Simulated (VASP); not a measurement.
A VASP calculation is set up with these files.

**KPOINTS**
```
Automatic mesh
0
G
19 19 11
```

**INCAR**
```
# general
SYSTEM  = Be
PREC    = Accurate
ENCUT   = 500   # plane-wave cut-off (eV)
LREAL   = .False.   # projection in real space or not
LASPH   = .True.   # aspherical one-centre terms

# electronic loop
EDIFF   = 1E-6   # SCF stop (eV)
NELM    = 100   # most electronic steps
ALGO    = Normal

# smearing
ISMEAR  = 1
SIGMA   = 0.1   # width (eV)

# functional
GGA     = PE

# ions
IBRION  = 2
NSW     = 40   # most ionic steps
ISIF    = 3
EDIFFG  = -0.02
PSTRESS = 450

# output
LWAVE   = .False.
LCHARG  = .False.
```

File POSCAR:
```
Be
1
    1.0632137269    -1.8415399710     0.0000000000
    1.0632137269     1.8415399710     0.0000000000
    0.0000000000     0.0000000000     3.3765375290
Be
2
Direct
  0.3333330000   0.6666670000   0.2500000000
  0.6666670000   0.3333330000   0.7500000000
```

POTCAR, in this order: Be (PBE.64 set). Program: vasp_std.

Task: Write an equivalent input for Quantum ESPRESSO's pw.x.

Result: One equivalent input (not run):
```
&CONTROL
  calculation = 'vc-relax'
  pseudo_dir = './pseudo'
  outdir = './out'
  tprnfor = .true.
  tstress = .true.
  nstep = 40
  forc_conv_thr = 0.00078
/
&SYSTEM
  ibrav = 0
  nat = 2
  ntyp = 1
  ecutwfc = 88
  occupations = 'smearing'
  smearing = 'methfessel-paxton'
  degauss = 0.00735
  input_dft = 'pbe'
/
&ELECTRONS
  conv_thr = 7.3e-08
  electron_maxstep = 100
/
&IONS
/
&CELL
  press = 450
/
ATOMIC_SPECIES
  Be 9.012 Be.upf
CELL_PARAMETERS angstrom
     1.0632137   -1.8415400    0.0000000
     1.0632137    1.8415400    0.0000000
     0.0000000    0.0000000    3.3765375
ATOMIC_POSITIONS crystal
  Be   0.3333330  0.6666670  0.2500000
  Be   0.6666670  0.3333330  0.7500000
K_POINTS automatic
  19 19 11 0 0 0
```
What does not carry over: the potentials are each code's own (VASP's PAW set, PseudoDojo norm-conserving files in pw.x), so ENCUT and ecutwfc are chosen apart and not converted; conv_thr bounds pw.x's estimated SCF error, while EDIFF bounds the energy change between steps; forc_conv_thr acts on force components and is met together with etot_conv_thr.

The compound is Be in the hcp structure. This run relaxes it under an external pressure of 45 GPa. Symmetry was kept, so distortions that lower it aren't found.
